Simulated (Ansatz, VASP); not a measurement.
**Cross-check of H4CO (liquid methanol at 298 K) between VASP and Ansatz**

Aim: how closely do two programs agree when they are given the same cell, functional and k mesh? Of the first pair: The cell is taken from a series of runs on this material, whose earlier steps may have relaxed, scaled, displaced or heated it; both programs get it as it stands.

Program: Ansatz 0.2.0. Level of theory: plane waves, with VASP 6.6.1 beside it; single point at PBE with D3(BJ). Results are calculated unless marked as measured.

### 1. Starting point

The cell holds 108 atoms: 18 C, 18 O and 72 H. Its edges and angles: a = 10.658 Å, b = 10.658 Å, c = 10.658 Å, α = 90.0°, β = 90.0°, γ = 90.0°. As first built, before any earlier steps moved the atoms (in the runner's words): 18 methanol placed at random, at 0.791 g/cm^3; overlaps pushed apart, then 10 ps at 398 K with MMFF94 bonds, angles, torsions, charges and radii (Halgren, J. Comput. Chem. 17, 490 (1996)) in harmonic and 12-6 forms. Snapshot after 20 ps at 298 K and fixed volume. The density is a measured one.

### 2. VASP: single point, PBE with D3(BJ), pair 1

A single point gives forces, pressure and levels at one fixed geometry, so differences don't come from the geometry; what else differs is listed under the comparison.

Lines of VASP's logs that name or quote its potential files are left out, and so is its time.

File INCAR:

```
SYSTEM = H4CO
PREC = Accurate
ENCUT = 600
EDIFF = 1E-06
NELM = 120
ISMEAR = 0
SIGMA = 0.01
LREAL = Auto
ALGO = Normal
GGA = PE
IVDW = 12
NBANDS = 208
LORBIT = 11
LWAVE = .FALSE.
LCHARG = .FALSE.
ISIF = 2
LASPH = .TRUE.
GGA_COMPAT = .FALSE.
EFERMI = MIDGAP
NCORE = 2
```

File POSCAR:

```
H4CO
1.0
   10.6583100000      0.0000000000      0.0000000000
    0.0000000000     10.6583100000      0.0000000000
    0.0000000000      0.0000000000     10.6583100000
C O H
18 18 72
Direct
    0.6042000000      0.1195900000      0.9598600000
    0.3772200000      0.5418700000      0.6923300000
    0.8119700000      0.4971000000      0.4119400000
    0.5487800000      0.5649000000      0.1948300000
    0.6130600000      0.2638800000      0.6933500000
    0.8510800000      0.8719500000      0.1450500000
    0.2144100000      0.7960100000      0.3118400000
    0.1866200000      0.2005000000      0.0154400000
    0.9985200000      0.3405100000      0.7457000000
    0.0045700000      0.7650800000      0.6972800000
    0.5105400000      0.0816500000      0.3547600000
    0.7584000000      0.6366400000      0.8670200000
    0.2619600000      0.0254900000      0.6683100000
    0.3376600000      0.8435100000      0.9904900000
    0.5391400000      0.8137800000      0.5849600000
    0.8988800000      0.0271300000      0.5190400000
    0.0161700000      0.5170700000      0.0895400000
    0.2034200000      0.3822400000      0.4099000000
    0.5097400000      0.0930100000      0.8705000000
    0.2938000000      0.4395600000      0.6954600000
    0.8561500000      0.6138100000      0.3768500000
    0.4893400000      0.5622600000      0.0721300000
    0.7208000000      0.3102200000      0.6287800000
    0.8267600000      0.9544000000      0.2405000000
    0.2845400000      0.8173700000      0.4188200000
    0.2800000000      0.1989200000      0.9195100000
    0.0965100000      0.3909000000      0.8193500000
    0.9015600000      0.7078600000      0.6293800000
    0.5597600000      0.9717900000      0.3026400000
    0.7220200000      0.5729300000      0.7574100000
[... 72 atom lines left out ...]
    0.9622800000      0.5789600000      0.1510300000
    0.1299500000      0.6399600000      0.0144300000
    0.2696700000      0.4603300000      0.4073800000
    0.1118400000      0.4074600000      0.4524400000
    0.1905500000      0.3417100000      0.3164700000
    0.2701900000      0.3376900000      0.5713100000
```

File KPOINTS:

```
Automatic mesh
0
Gamma
1 1 1
0 0 0
```

Potentials, in the order of the species: C, O and H (PBE family, release 64).

Launch:

```console
$ mpirun -np 8 vasp_gam
```

Numbers of over 12 decimals in the logs are rounded to 6 here.

What it wrote:

```text
[banner, memory and clock lines left out]
running    8 mpi-ranks, on    1 nodes
[...]
LDA part: xc-table for (Slater+PW92), standard interpolation
 POSCAR, INCAR and KPOINTS ok, starting setup
[...]
entering main loop
       N       E                     dE             d eps       ncg     rms          rms(c)
DAV:   1     0.191268278610E+04    0.19127E+04   -0.13580E+05   432   0.122E+03
DAV:   2    -0.341983839406E+03   -0.22547E+04   -0.21116E+04   528   0.272E+02
DAV:   3    -0.592672763523E+03   -0.25069E+03   -0.24851E+03   536   0.925E+01
DAV:   4    -0.598296841389E+03   -0.56241E+01   -0.56020E+01   536   0.154E+01
[...]
DAV:  18    -0.544861007261E+03    0.12146E-04   -0.11389E-05   504   0.139E-02    0.516E-03
DAV:  19    -0.544861004398E+03    0.28636E-05   -0.68832E-06   520   0.918E-03    0.333E-03
DAV:  20    -0.544861004442E+03   -0.43930E-07   -0.27392E-06   488   0.435E-03
   1 F= -.54852358E+03 E0= -.54852358E+03  d E =0.000000E+00
```

Parts of OUTCAR (step 2):

```text
  FREE ENERGIE OF THE ION-ELECTRON SYSTEM (eV)
  ---------------------------------------------------
  free  energy   TOTEN  =      -548.5235779676 eV

  energy  without entropy=     -548.5235779676  energy(sigma->0) =     -548.52357797

[... 1 further part left out ...]
```

The run ends at a pressure of 2.25 GPa, with forces up to 3.1 eV/Å.

### 3. Ansatz: single point, PBE with D3(BJ), pair 1

Ansatz runs on its default PAW (the set named soft_2) files.

The same cell, functional and mesh now go to Ansatz, which takes its cutoff from its data sets.

File input.yaml:

```yaml
crystal:
  lattice:
    - [10.65831, 0.0, 0.0]
    - [0.0, 10.65831, 0.0]
    - [0.0, 0.0, 10.65831]
  atoms:
    - { symbol: C, position: [0.6042, 0.11959, 0.95986] }
    - { symbol: O, position: [0.50974, 0.09301, 0.8705] }
    - { symbol: H, position: [0.69979, 0.10341, 0.91758] }
    - { symbol: H, position: [0.59085, 0.07411, 0.04717] }
    - { symbol: H, position: [0.6037, 0.22425, 0.97209] }
    - { symbol: H, position: [0.43046, 0.12081, 0.91235] }
    - { symbol: C, position: [0.37722, 0.54187, 0.69233] }
    - { symbol: O, position: [0.2938, 0.43956, 0.69546] }
    - { symbol: H, position: [0.45905, 0.52458, 0.63455] }
    - { symbol: H, position: [0.41341, 0.55184, 0.79159] }
    - { symbol: H, position: [0.32917, 0.626, 0.66285] }
    - { symbol: H, position: [0.24033, 0.46254, 0.77104] }
    - { symbol: C, position: [0.81197, 0.4971, 0.41194] }
    - { symbol: O, position: [0.85615, 0.61381, 0.37685] }
    - { symbol: H, position: [0.80142, 0.44369, 0.32736] }
    - { symbol: H, position: [0.72924, 0.50705, 0.47316] }
    - { symbol: H, position: [0.87312, 0.43387, 0.46544] }
    - { symbol: H, position: [0.87605, 0.64627, 0.45865] }
    - { symbol: C, position: [0.54878, 0.5649, 0.19483] }
    - { symbol: O, position: [0.48934, 0.56226, 0.07213] }
    - { symbol: H, position: [0.49388, 0.63575, 0.25151] }
    - { symbol: H, position: [0.64605, 0.58572, 0.17916] }
    - { symbol: H, position: [0.53727, 0.46576, 0.22901] }
    - { symbol: H, position: [0.5121, 0.48667, 0.02109] }
    - { symbol: C, position: [0.61306, 0.26388, 0.69335] }
    - { symbol: O, position: [0.7208, 0.31022, 0.62878] }
    - { symbol: H, position: [0.6253, 0.30789, 0.78237] }
    - { symbol: H, position: [0.61347, 0.16378, 0.69678] }
    - { symbol: H, position: [0.53076, 0.29702, 0.64756] }
    - { symbol: H, position: [0.72728, 0.40313, 0.64642] }
[... 72 atom lines left out ...]
    - { symbol: C, position: [0.20342, 0.38224, 0.4099] }
    - { symbol: O, position: [0.25932, 0.29624, 0.49207] }
    - { symbol: H, position: [0.26967, 0.46033, 0.40738] }
    - { symbol: H, position: [0.11184, 0.40746, 0.45244] }
    - { symbol: H, position: [0.19055, 0.34171, 0.31647] }
    - { symbol: H, position: [0.27019, 0.33769, 0.57131] }
kpoints:
  mp_grid: { grid: [1, 1, 1] }
hamiltonian:
  xc: pbe
  dispersion: d3bj
scf:
  occupations: { method: fixed }
output:
  forces: true
  stress: true
  populations: true
  dos:
    method: { smearing: { sigma: 0.15 } }
    de: 0.1
    projected: { site_lists: { C: [C], H: [H], O: [O] } }
  eigenvalues: true
```

Launch:

```console
$ ansatz run input.yaml --threads 4 --pin off --max-ram 8192MiB --backend cpu --events-out ev --progress --plain --runs-dir out
```

What it wrote:

```text
Engine: ansatz 0.2.0, x86_64-unknown-linux-gnu
Pseudopotentials: kind: paw
Pseudopotential: C, paw, valence charge 4, recommended cutoff 420 eV (normal), C.paw.azcp
Pseudopotential: O, paw, valence charge 6, recommended cutoff 420 eV (normal), O.paw.azcp
Pseudopotential: H, paw, valence charge 1, recommended cutoff 420 eV (normal), H.paw.azcp
Functional definition: PBE
  parameter kappa = 0.804
  parameter beta = 0.066725
  exchange = pbe_x(kappa = kappa, mu = beta*pi^2/3)
  correlation = pbe_c(beta = beta)
Crystal: 108 atoms, lattice volume = 1210.779 Å³
Basis set: ecut = 420 eV, 23703 PW (Γ), exchange–correlation on 144×144×144 points (8 copies of the dense FFT grid, shifted against one another)
Bands: 234, of which v1, the nominal top of the filled ones, is band 126 counted from 1 (125 counted from 0)
Symmetry: 1 space group operations
Space group: P1 (ITA 1), of the structure as read, at distance tolerance 1.1e-4 Å
k-points: 1
Non-local potential: C, projectors of the file, l = 0: 2, l = 1: 2, l = 2: 1
Non-local potential: O, projectors of the file, l = 0: 2, l = 1: 2, l = 2: 1
Non-local potential: H, projectors of the file, l = 0: 2, l = 1: 1
PAW form: soft (Blöchl's): semilocal exchange-correlation on the pseudo side does not see the compensation charge
PAW one-centre angular grid: C, 110 points (default); XC on 64 Gauss nodes
PAW one-centre angular grid: O, 110 points (default); XC on 64 Gauss nodes
PAW one-centre angular grid: H, 110 points (default); XC on 64 Gauss nodes
Initial density: superposition of atomic densities (neutral atoms: chi_scale 0, normalization atom), corrected by the library's trained network
Initial wavefunctions: pseudopotential atomic-orbital guess
Functional: x = pbe(κ = 0.804, μ = 0.219515), c = pbe(β = 0.066725)
SCF iter   1: F=—  HF=-15878.523374 eV  |F-HF|=—  |Δ(HF+E_count)|=         —  Δρ=4.54e-3  dr2=3.81e-1  ethr=1.77e-3  ⟨swp⟩=5.0  Hψ=821  notcnv=0  defer=106
preconditioner: auto → Resta (q_TF=auto, 2.100 Å⁻¹)  ε∞=2.2  [insulator: Δε(μ)=4.463 eV  Ē_g=14.334 eV  n_scr=178 (ndim 8)  ℏωp=15.7 eV  f_vac=0.299  ε∞_Penn≈2.2]
SCF iter   2: F=—  HF=-15878.432914 eV  |F-HF|=—  |Δ(HF+E_count)|=   9.05e-2  Δρ=2.37e-3  dr2=8.30e-2  ethr=1.51e-4  ⟨swp⟩=2.0  Hψ=296  notcnv=0  defer=106
SCF iter   3: F=—  HF=-15878.422309 eV  |F-HF|=—  |Δ(HF+E_count)|=   1.06e-2  Δρ=1.04e-3  dr2=2.19e-2  ethr=3.29e-5  ⟨swp⟩=3.0  Hψ=253  notcnv=0  defer=106
SCF iter   4: F=—  HF=-15878.419461 eV  |F-HF|=—  |Δ(HF+E_count)|=   2.85e-3  Δρ=3.36e-4  dr2=2.09e-3  ethr=8.70e-6  ⟨swp⟩=3.0  Hψ=253  notcnv=0  defer=106
SCF iter   5: F=—  HF=-15878.419187 eV  |F-HF|=—  |Δ(HF+E_count)|=   2.74e-4  Δρ=1.61e-4  dr2=3.03e-4  ethr=8.31e-7  ⟨swp⟩=2.0  Hψ=382  notcnv=0  defer=106
SCF iter   6: F=—  HF=-15878.419115 eV  |F-HF|=—  |Δ(HF+E_count)|=   7.22e-5  Δρ=6.33e-5  dr2=3.79e-5  ethr=1.20e-7  ⟨swp⟩=2.0  Hψ=260  notcnv=0  defer=106
SCF iter   7: F=—  HF=-15878.419980 eV  |F-HF|=—  |Δ(HF+E_count)|=   8.66e-4  Δρ=2.09e-5  dr2=4.75e-6  ethr=1.50e-8  ⟨swp⟩=2.0  Hψ=260  notcnv=0  defer=104
SCF iter   8: F=—  HF=-15878.419980 eV  |F-HF|=—  |Δ(HF+E_count)|=   7.60e-7  Δρ=4.63e-6  dr2=3.07e-7  ethr=1.89e-9  ⟨swp⟩=2.0  Hψ=255  notcnv=0  defer=105
SCF iter   9: F=-15878.419980 eV  HF=-15878.419980 eV  |F-HF|=5.42e-8  |Δ(HF+E_count)|=   3.25e-8  Δρ=2.83e-6  dr2=8.12e-8  ethr=3.97e-11  ⟨swp⟩=16.0  Hψ=1827  notcnv=0
SCF 1 converged in 9 iterations: F = -15878.419980 eV  dr2 = 8.12e-8
  greatest PAW one-centre occupation: 0.867 electrons in one spin orbital (limit 2), on the O atom at site 13 (counted from 0), in its partial waves of l = 0
SCF converged after 9 iterations
Free energy (F): -15878.419980 eV
Harris-Foulkes:  -15878.419980 eV  (|F-HF|=5.42e-8)
Internal energy: -15878.419980 eV  (E = F + TS)
E sigma→0 (E₀):  -15878.419980 eV
Fermi energy:    -1.835017 eV
--- Per-component energies (eV) ---
  E_band       = -2314.289364
  E_kinetic    = 5824.625798
  E_local      = -20897.293743  (includes V_loc(G=0)·N_el)
  E_nonlocal   = 1482.625733
  E_hartree    = 7848.111625
  E_xc         = -2835.311887
  E_vxc        = -3591.729751  (∫ρ·V_xc dr)
  E_paw        = -4685.215725  (= ΣΔE_a)
  E_vpaw       = -828.684868  (= ΣTr[D̂ρ^β])
  E_aug_tail   = -0.053025  (compensation charges beyond the density's cutoff)
  E_ewald      = -2612.245666
  E_disp       = -3.663089  (pairwise vdW)
  E_smearing   = -0.000000  (= −TS)
  E_closure    = -0.000000  (closes the sum)
  Σ components = -15878.419980   (vs F -15878.419980, Δ=0.00e0)
--- Forces (eV/Å), atoms counted from 1 ---
  atom   1  C      0.93419197     1.98199827    -1.84534150
  atom   2  O     -0.78545656    -0.49754179     0.77987255
  atom   3  H     -0.79402883    -0.37643995     0.39314516
  atom   4  H      0.00513232    -0.78216754     1.21147487
  atom   5  H      0.13862721    -0.35984468     0.51978376
[...]
atom  39  H      1.77042394    -0.91863095    -1.27982744
  atom  40  H      0.07466607    -0.27185387     0.02118854
  atom  41  H     -0.70941362     1.01220055     0.27981289
  atom  42  H      0.15615220     0.82414800     0.52402558
  atom  43  C     -0.86499726    -1.11715833    -1.74905962
  atom  44  O      0.24528907     0.72957239    -0.08854486
  atom  45  H     -0.50949883     0.54493055     0.42409238
  atom  46  H      0.11594960     0.33725773     0.31335683
  atom  47  H      0.56376682    -0.36773972     1.15269660
  atom  48  H      0.42690171    -0.08086768     0.31805709
  atom  49  C      0.08742161     0.79038364    -1.19183784
  atom  50  O     -0.88394730     0.44142553     1.17509730
  atom  51  H     -0.17615913    -0.24798545     0.14114119
  atom  52  H     -0.36640454     0.38988157     0.69881293
  atom  53  H      0.47113260    -1.54701018    -0.82183758
  atom  54  H      0.66665220     0.21513530     0.36252982
  atom  55  C     -1.61454650    -0.33156537    -0.10994005
  atom  56  O     -0.64478515    -0.36793215    -0.05952041
  atom  57  H      0.90414660    -0.64298149     0.20886829
[...]
atom 101  H     -0.20236667     0.12456908     0.40878159
  atom 102  H     -0.55901867    -0.52788641    -0.66570818
  atom 103  C     -0.35513658     0.36122911     0.70248117
  atom 104  O      0.37438325    -2.18162037    -0.46349059
  atom 105  H     -0.34941700     0.71556488    -0.50847109
  atom 106  H      0.07304384     0.45880320    -0.63460587
  atom 107  H      0.03195464    -0.13698370     0.00603811
  atom 108  H      0.17941371     0.77112512     0.98465895
  max |Σ_I F_I| component: 1.72e-4 eV/Å
--- Stress (GPa, compression-positive) ---
        2.048613       0.089071       0.253063
        0.089071       1.385072       0.355333
        0.253062       0.355333       3.204767
  P = ⅓ Tr σ = 2.2128 GPa (22.128 kbar)
--- Band table (eV) ---
  k-point 0: bands = [... 122 lower, -2.1346, -2.1070, -2.0674, -1.8350, 2.1903, 2.9112, 3.1126, 3.3312, ... 104 higher]
--- Löwdin populations: 108 sites ---
  site symbol       q [e]
     0      C      4.2168
     1      O      6.5270
     2      H      0.8156
     3      H      0.8047
     4      H      0.8565
     5      H      0.6193
     6      C      4.2222
     7      O      6.5031
     8      H      0.7909
     9      H      0.8330
    10      H      0.8200
    11      H      0.6108
    12      C      4.2227
    13      O      6.5240
    14      H      0.7979
    15      H      0.8362
    16      H      0.8408
    17      H      0.6119
    18      C      4.1952
    19      O      6.5218
    20      H      0.7945
    21      H      0.8002
    22      H      0.8120
    23      H      0.5995
[...]
100      H      0.8066
   101      H      0.6104
   102      C      4.2041
   103      O      6.5244
   104      H      0.8121
   105      H      0.8241
   106      H      0.8017
   107      H      0.6122
  spilling = 0.014870 (of n_electrons = 252.000000)
```

In the SCF lines HF is the Harris–Foulkes energy and dr2 the Hartree energy of the density residual, in eV; the loop may stop once dr2 is under the threshold and the program's other checks hold. Hψ counts applications of the Hamiltonian.

### 4. Side by side

Known differences besides the potentials themselves: fixed occupations in Ansatz, narrow Gaussian smearing in VASP; the cutoff is 420 eV in Ansatz and 600 eV in VASP (PREC = Accurate, projectors in real space). Total energies have different zeros and are not compared.

The two programs side by side:

| quantity | Ansatz | VASP | difference |
| --- | --- | --- | --- |
| pressure (GPa) | 2.21 | 2.25 | -0.04 |
| gap on the k mesh (eV) | 4.025 | 4.012 | +0.013 |

Forces on 10 of the 108 atoms, those with the largest forces and the largest differences (eV/Å; atoms numbered as in POSCAR):

| atom | Ansatz x, y, z | VASP x, y, z |
| --- | --- | --- |
| C1 | 0.934, 1.982, -1.845 | 1.051, 1.992, -1.758 |
| C3 | -0.542, -1.215, 0.399 | -0.609, -1.376, 0.414 |
| C6 | 1.135, -1.628, 0.587 | 1.199, -1.737, 0.453 |
| C8 | -0.865, -1.117, -1.749 | -0.935, -1.121, -1.636 |
| C11 | -0.218, -1.042, 2.907 | -0.273, -0.904, 2.929 |
| C13 | 1.179, 1.143, -0.464 | 1.218, 1.091, -0.306 |
| C14 | 0.704, -1.152, 1.752 | 0.722, -1.039, 1.706 |
| O24 | -1.100, 1.964, 1.604 | -1.082, 2.046, 1.733 |
| O36 | 0.374, -2.182, -0.463 | 0.402, -2.306, -0.461 |
| H61 | 1.770, -0.919, -1.280 | 1.770, -0.926, -1.287 |

The forces differ by 54 meV/Å r.m.s., which is 6.6 % of the r.m.s. force of 0.811 eV/Å (both taken over all components). A gap on the mesh is an upper bound, since the band edges may lie between its points.

### 5. Ansatz: single point, PBE with D3(BJ), pair 2

A single point gives forces, pressure and levels at one fixed geometry, so differences don't come from the geometry; what else differs is listed under the comparison.

The cell is taken from a series of runs on this material, whose earlier steps may have relaxed, scaled, displaced or heated it; both programs get it as it stands.

File input.yaml:

```yaml
crystal:
  lattice:
    - [10.65831, 0.0, 0.0]
    - [0.0, 10.65831, 0.0]
    - [0.0, 0.0, 10.65831]
  atoms:
    - { symbol: C, position: [0.58468, 0.08079, 0.94824] }
    - { symbol: O, position: [0.45844, 0.09425, 0.9064] }
    - { symbol: H, position: [0.62931, 0.00994, 0.88805] }
    - { symbol: H, position: [0.59027, 0.04814, 0.04629] }
    - { symbol: H, position: [0.63871, 0.16864, 0.93867] }
    - { symbol: H, position: [0.41789, 0.1604, 0.95603] }
    - { symbol: C, position: [0.36077, 0.53732, 0.6283] }
    - { symbol: O, position: [0.27246, 0.43666, 0.62394] }
    - { symbol: H, position: [0.38191, 0.56495, 0.53153] }
    - { symbol: H, position: [0.44875, 0.50888, 0.67444] }
    - { symbol: H, position: [0.32187, 0.6197, 0.67711] }
    - { symbol: H, position: [0.24134, 0.4185, 0.70967] }
    - { symbol: C, position: [0.761, 0.54713, 0.33065] }
    - { symbol: O, position: [0.88521, 0.59644, 0.33085] }
    - { symbol: H, position: [0.74197, 0.51021, 0.23634] }
    - { symbol: H, position: [0.69014, 0.61968, 0.35143] }
    - { symbol: H, position: [0.74974, 0.46974, 0.3987] }
    - { symbol: H, position: [0.90036, 0.6311, 0.41532] }
    - { symbol: C, position: [0.43081, 0.48356, 0.26451] }
    - { symbol: O, position: [0.43533, 0.48712, 0.13009] }
    - { symbol: H, position: [0.46008, 0.57597, 0.29913] }
    - { symbol: H, position: [0.49581, 0.41246, 0.30195] }
    - { symbol: H, position: [0.3357, 0.4629, 0.29926] }
    - { symbol: H, position: [0.39462, 0.41032, 0.09682] }
    - { symbol: C, position: [0.63947, 0.27838, 0.65722] }
    - { symbol: O, position: [0.76312, 0.3245, 0.67515] }
    - { symbol: H, position: [0.57794, 0.29609, 0.73867] }
    - { symbol: H, position: [0.64516, 0.17622, 0.64465] }
    - { symbol: H, position: [0.59415, 0.31885, 0.57311] }
    - { symbol: H, position: [0.75677, 0.41633, 0.68795] }
[... 72 atom lines left out ...]
    - { symbol: C, position: [0.05482, 0.31326, 0.42148] }
    - { symbol: O, position: [0.18624, 0.28839, 0.43916] }
    - { symbol: H, position: [0.03935, 0.40536, 0.3774] }
    - { symbol: H, position: [0.00263, 0.30995, 0.5106] }
    - { symbol: H, position: [0.01717, 0.23994, 0.35974] }
    - { symbol: H, position: [0.21907, 0.34879, 0.50229] }
kpoints:
  mp_grid: { grid: [1, 1, 1] }
hamiltonian:
  xc: pbe
  dispersion: d3bj
scf:
  occupations: { method: fixed }
output:
  forces: true
  stress: true
  populations: intrinsic
  dos:
    method: { smearing: { sigma: 0.08 } }
    de: 0.1
    projected: { site_lists: { C: [C], H: [H], O: [O] } }
  eigenvalues: true
  write_density: true
  write_potential: true
  volumetric_format: npy
  elf: true
```

What it wrote:

```text
[...]
Crystal: 108 atoms, lattice volume = 1210.779 Å³
Basis set: ecut = 420 eV, 23703 PW (Γ), exchange–correlation on 144×144×144 points (8 copies of the dense FFT grid, shifted against one another)
Bands: 234, of which v1, the nominal top of the filled ones, is band 126 counted from 1 (125 counted from 0)
Symmetry: 1 space group operations
[...]
k-points: 1
[...]
P = ⅓ Tr σ = -0.2600 GPa (-2.600 kbar)
--- Band table (eV) ---
  k-point 0: bands = [... 122 lower, -2.4009, -2.1874, -2.0316, -1.9895, 2.5431, 3.1596, 3.3341, 3.3519, ... 104 higher]
--- intrinsic populations: 108 sites ---
  site symbol       q [e]
     0      C      4.3052
     1      O      6.6166
     2      H      0.8234
     3      H      0.8402
     4      H      0.8430
     5      H      0.6291
     6      C      4.2988
     7      O      6.5742
[...]
104      H      0.8229
   105      H      0.8346
   106      H      0.8115
   107      H      0.6263
  spilling = 0.000000 (of n_electrons = 252.000000)
```

(Continued in part 2 of 2.)

[Lines on the potential files, build, host, timing and source positions are cut from VASP's logs without a mark.]

[Logs are printed without paths, hosts, clocks, repeated set-up lines and the standing remarks that a program may print on its own settings, such as how far it seeks lower states.]

[Hosts, paths, dates, database ids (printed as entryN), source tags and the programs' standing remarks are cut or masked in the printed files.]

[The MMFF94 radii named for the starting cell were scaled by 0.96; in molecules described by MMFF94, hydrogen bound to N, O or S took a small fixed 12-6 site in their place.]
